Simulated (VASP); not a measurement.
An input for Ansatz (written as the equivalent of a VASP run, and not itself run):

Ansatz 0.2 input:
```yaml
crystal:
  lattice:
    - [0.0000000, 2.8270453, 2.8270453]
    - [2.8270453, 0.0000000, 2.8270453]
    - [2.8270453, 2.8270453, 0.0000000]
  atoms:
    - { symbol: Cd, position: [0.0000000, 0.0000000, 0.0000000] }
    - { symbol: S, position: [0.2500000, 0.2500000, 0.2500000] }
kpoints:
  mp_grid: { grid: [8, 8, 8] }
hamiltonian:
  xc: lda
  pseudopotentials: { kind: paw }
scf:
  occupations: { method: gaussian, width: 0.05 }
  max_iter: 100
output: { forces: true, stress: true, eigenvalues: true }
```

Translate this input to VASP (INCAR, KPOINTS, POSCAR, choice of POTCAR).

Several could match; the one computed here: 
POSCAR:
```
CdS
1
    0.0000000000     2.8270453345     2.8270453345
    2.8270453345     0.0000000000     2.8270453345
    2.8270453345     2.8270453345     0.0000000000
Cd S
1 1
Direct
  0.0000000000   0.0000000000   0.0000000000
  0.2500000000   0.2500000000   0.2500000000
```

### INCAR
```
SYSTEM = CdS
PREC = Accurate
ENCUT = 520
EDIFF = 1E-7
NELM = 100
ALGO = Normal
LREAL = .FALSE.
LASPH = .TRUE.
ISMEAR = 0
SIGMA = 0.05
LMAXMIX = 4
LWAVE = .FALSE.
LCHARG = .FALSE.
ISIF = 2
```

KPOINTS:
```
Regular mesh
0
gamma
8 8 8
```

POTCAR, in this order: Cd S (LDA.64 set). Program: vasp_std.

The two are equivalent in intent, not identical: each code has its own PAW files, so the cut-off isn't converted (ENCUT is set for VASP's; basis.ecutwfc is left out, and Ansatz then takes the one that its files recommend); Ansatz stops its SCF on the density residual and VASP on the energy change (EDIFF); Ansatz's lda is the Perdew-Wang form, while the LDA potentials of VASP carry Perdew-Zunger's.

The compound is CdS in the zinc blende structure, a metastable form; wurtzite is the usual one. This cell is one point of a volume scan, at 0.94 of the reference volume.
